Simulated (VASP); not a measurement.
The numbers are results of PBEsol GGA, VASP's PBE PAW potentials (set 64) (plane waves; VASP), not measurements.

A VASP calculation is set up with these files.

**INCAR**
```
# general
SYSTEM  =  C
PREC    =  Accurate
ENCUT   =  520
LREAL   =  .False.
LASPH   =  .True.   # aspherical one-centre terms

# electronic loop
EDIFF   =  1E-6   # SCF stop (eV)
NELM    =  100
ALGO    =  Normal

# smearing
ISMEAR  =  1   # Methfessel-Paxton
SIGMA   =  0.1   # width (eV)

# functional
GGA     =  PS   # PBEsol

# ions
IBRION  =  2
NSW     =  60   # most ionic steps
ISIF    =  3   # ions, shape and volume
EDIFFG  =  -0.02

# output
LWAVE   =  .False.
LCHARG  =  .False.
```

File KPOINTS:
```
Automatic mesh
0
Gamma
13 13 2
0 0 0
```

### POSCAR
```
C
1.0
  2.4609674271   0.0000000000   0.0000000000
 -1.2304837136   2.1312607346   0.0000000000
  0.0000000000   0.0000000000  24.9691484674
C
4
Cartesian
  0.0000000000   0.0000000000  14.2696297165
  0.0000000000   0.0000000000  10.6995187509
 -0.0000012305   1.4208412002  10.6990654585
  1.2304849440   0.7104195344  14.2700830089
```

POTCAR, in this order: C (PBE.64 set). Program: vasp_std.

Output of the run:

OSZICAR:
```
       N       E                     dE             d eps       ncg     rms          rms(c)
DAV:   1     0.119071501901E+03    0.11907E+03   -0.65553E+03  1056   0.102E+03
DAV:   2    -0.258227656596E+02   -0.14489E+03   -0.12844E+03  1704   0.213E+02
DAV:   3    -0.406775809570E+02   -0.14855E+02   -0.14524E+02  1228   0.821E+01
DAV:   4    -0.410508334310E+02   -0.37325E+00   -0.37144E+00  1316   0.158E+01
DAV:   5    -0.410618462184E+02   -0.11013E-01   -0.11001E-01  1280   0.264E+00    0.905E+00
DAV:   6    -0.392264873031E+02    0.18354E+01   -0.17251E+00  1216   0.914E+00    0.526E+00
DAV:   7    -0.385824530748E+02    0.64403E+00   -0.22220E+00  1252   0.104E+01    0.125E+00
DAV:   8    -0.385797410441E+02    0.27120E-02   -0.92447E-02  1224   0.213E+00    0.123E-01
DAV:   9    -0.385789173605E+02    0.82368E-03   -0.28437E-03  1308   0.424E-01    0.865E-02
DAV:  10    -0.385770991400E+02    0.18182E-02   -0.24777E-03  1232   0.286E-01    0.709E-02
DAV:  11    -0.385769993932E+02    0.99747E-04   -0.41972E-04  1244   0.131E-01    0.309E-02
DAV:  12    -0.385775580000E+02   -0.55861E-03   -0.34528E-04  1156   0.112E-01    0.131E-02
DAV:  13    -0.385777927235E+02   -0.23472E-03   -0.71039E-05  1116   0.498E-02    0.926E-03
DAV:  14    -0.385782249645E+02   -0.43224E-03   -0.22139E-05  1128   0.254E-02    0.541E-03
DAV:  15    -0.385784450847E+02   -0.22012E-03   -0.15425E-05  1168   0.174E-02    0.390E-03
DAV:  16    -0.385785085173E+02   -0.63433E-04   -0.24009E-06  1180   0.772E-03    0.175E-03
DAV:  17    -0.385785263738E+02   -0.17856E-04   -0.61240E-07   964   0.343E-03    0.772E-04
DAV:  18    -0.385785334793E+02   -0.71055E-05   -0.29770E-07   784   0.228E-03    0.844E-04
DAV:  19    -0.385785346304E+02   -0.11511E-05   -0.29076E-08   776   0.113E-03    0.719E-05
DAV:  20    -0.385785350251E+02   -0.39469E-06   -0.71878E-09   728   0.501E-04
   1 F= -.38578535E+02 E0= -.38578604E+02  d E =-.385785E+02
```

### OUTCAR
```
------------------------ aborting loop because EDIFF is reached ----------------------------------------
  FORCE on cell =-STRESS in cart. coord.  units (eV):
  Direction    XX          YY          ZZ          XY          YZ          ZX
  --------------------------------------------------------------------------------------
  Total       -0.0215122     -0.0215122      0.0107183      0.0000000      0.0000000      0.0000000
  in kB       -0.2631777     -0.2631778      0.1311266      0.0000000      0.0000000      0.0000000
  external PRESSURE =      -0.1317430 kB  Pullay stress =       0.0000000 kB
  volume of cell :      130.96
      direct lattice vectors                 reciprocal lattice vectors
     2.460967427  0.000000000  0.000000000     0.406344265  0.234602924  0.000000000
    -1.230483714  2.131260735  0.000000000     0.000000000  0.469205848  0.000000000
     0.000000000  0.000000000 24.969148467     0.000000000  0.000000000  0.040049423
 POSITION                                       TOTAL-FORCE (eV/Angst)
 -----------------------------------------------------------------------------------
      0.00000      0.00000     14.26963         0.000000      0.000000      0.009416
      0.00000      0.00000     10.69952         0.000000     -0.000000     -0.009416
     -0.00000      1.42084     10.69907        -0.000000      0.000000      0.000950
      1.23048      0.71042     14.27008         0.000000     -0.000000     -0.000950
 -----------------------------------------------------------------------------------
    total drift:                                0.000000      0.000000      0.000000
  FREE ENERGIE OF THE ION-ELECTRON SYSTEM (eV)
  ---------------------------------------------------
  free  energy   TOTEN  =       -38.5785350251 eV

  energy  without entropy=      -38.5787408681  energy(sigma->0) =      -38.57860364

 reached required accuracy - stopping structural energy minimisation
```
(Selected blocks of OUTCAR.)

The cell holds a wide vacuum, so values per volume refer to the whole cell.

The cell is a sheet with vacuum, built from a database entry that may be metastable or hypothetical.
